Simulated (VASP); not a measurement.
# Al2GaP3: relaxation of cell and atoms with PBE

Crystal: Al2GaP3.

```
Al Ga P
1.0
    -1.97605    5.93188    2.65910
     3.97834  -11.94605    5.51142
     1.90105    5.94802   -2.74643
Al Ga P
4 2 6
Cartesian
  3.9673 -4.0005 5.3785
  2.0056 2.0329 2.7670
  3.8751 -8.1007 5.4111
  1.8930 -1.9332 2.6290
  0.0425 -0.0061 0.0327
  1.8572 5.9453 2.6235
  0.0839 5.9501 1.1919
  1.9342 0.0419 3.9895
  1.9323 4.0266 -1.2220
  3.6805 -2.0242 1.2720
  0.0823 1.9093 1.2271
  2.0638 -3.9661 4.2942
```

The cell was built by a generator and needn't be a form met in nature.

- Program: VASP 6.6.1
- Task: relaxation of cell and atoms
- Functional: PBE
- Potentials or basis: VASP PAW PBE potentials, release 64 (Al, Ga_d, P)
- Cutoff: 520 eV
- k mesh: 5 × 5 × 5
- Occupations: gaussian, width 0.05 eV
- Spin: no spin polarisation
- Further INCAR settings: PREC = Normal; LREAL = Auto; ALGO = Fast; EDIFF = 1e-05; ISYM = 0; IBRION = 2; EDIFFG = -0.03; NSW = 110; ISIF = 3

```yaml
Relaxed_volume: 20.87 Å³/atom
Relaxed_cell: a = 6.745 Å, b = 13.490 Å, c = 6.745 Å, α = 146.44°, β = 59.97°, γ = 131.85°
Space_group_after_relaxing_to_0.05_Å: Imm2 (No. 44)
Energy_gained_by_relaxing: 121.8 meV/atom
Ionic_steps: 20
Pressure_after_relaxing: 0.0 GPa
Largest_force_after_relaxing: 0.021 eV/Å
Band_gap_on_the_k_mesh: 1.80 eV, indirect (least direct gap 2.00 eV)
```

Forces in eV/Å, atoms in the order of the input:
```
Al  -0.010  0.002  0.001
Al   0.004 -0.003  0.002
Al  -0.003  0.004  0.002
Al  -0.002  0.000 -0.006
Ga   0.003  0.001  0.011
Ga   0.017 -0.002  0.002
P   -0.008  0.007 -0.003
P   -0.004 -0.004 -0.001
P   -0.001  0.012  0.013
P    0.003 -0.013 -0.015
P   -0.005  0.013 -0.008
P    0.006 -0.016  0.003
```

The path:
| step | energy change (eV) | largest force (eV/Å) | pressure (GPa) | volume (Å³) |
| --- | --- | --- | --- | --- |
| 1 | 0.0000 | 3.0940 | 1.64 | 250.22 |
| 2 | -1.1170 | 0.9574 | -2.16 | 257.93 |
| 3 | -1.1172 | 0.9679 | -2.11 | 257.77 |
| 4 | -1.3457 | 0.5361 | 0.47 | 248.75 |
| 5 | -1.3462 | 0.5278 | 0.33 | 249.12 |
| 6 | -1.3935 | 0.3437 | 0.10 | 249.92 |
| 7 | -1.4061 | 0.2738 | -0.11 | 250.59 |
| 8 | -1.4286 | 0.2023 | -0.01 | 250.43 |
| 9 | -1.4309 | 0.2468 | -0.01 | 250.36 |
| 10 | -1.4472 | 0.1420 | 0.05 | 250.23 |
| 11 | -1.4502 | 0.1488 | 0.07 | 250.16 |
| 12 | -1.4504 | 0.1534 | 0.06 | 250.14 |
| 13 | -1.4575 | 0.0702 | 0.00 | 250.44 |
| 14 | -1.4585 | 0.0767 | 0.03 | 250.56 |
| 15 | -1.4586 | 0.0973 | 0.00 | 250.60 |
| 16 | -1.4602 | 0.0493 | -0.06 | 250.68 |
| 17 | -1.4603 | 0.0532 | -0.07 | 250.70 |
| 18 | -1.4612 | 0.0485 | 0.10 | 250.22 |
| 19 | -1.4612 | 0.0502 | 0.07 | 250.22 |
| 20 | -1.4618 | 0.0206 | 0.00 | 250.46 |

Final structure:
```
Al Ga P
1.0
    -1.94809    5.84217    2.75219
     3.89579  -11.68501    5.50152
     1.94717    5.84286   -2.75152
Al Ga P
4 2 6
Direct
  0.66342 0.99834 0.66927
  0.66648 0.49833 0.66843
  0.33030 0.99863 0.33585
  0.33223 0.49788 0.33433
  0.99568 0.99767 0.00199
  0.99969 0.49831 0.00142
  0.74564 0.12290 0.50271
  0.74776 0.62221 0.50097
  0.08000 0.12313 0.83503
  0.08386 0.62395 0.83500
  0.41432 0.12369 0.16915
  0.41717 0.62355 0.16855
```

Levels at points of the mesh, in eV from the valence-band top:
| k point | band 30 | band 31 | band 32 | band 33 | band 34 | band 35 | band 36 | band 37 | band 38 | band 39 |
| --- | --- | --- | --- | --- | --- | --- | --- | --- | --- | --- |
| (0.00, 0.00, 0.00) | -0.85 | -0.85 | -0.01 | 0.00 | 0.00 | 2.27 | 2.40 | 2.70 | 3.00 | 4.06 |

Wall time 28 min on 8 MPI ranks on Intel(R) Xeon(R) Platinum 8488C (Sapphire Rapids), with other jobs on the host, peak memory 0.7 GiB a rank.

Caveat: an odd mesh through Γ misses points on the zone boundary, where band edges often lie.
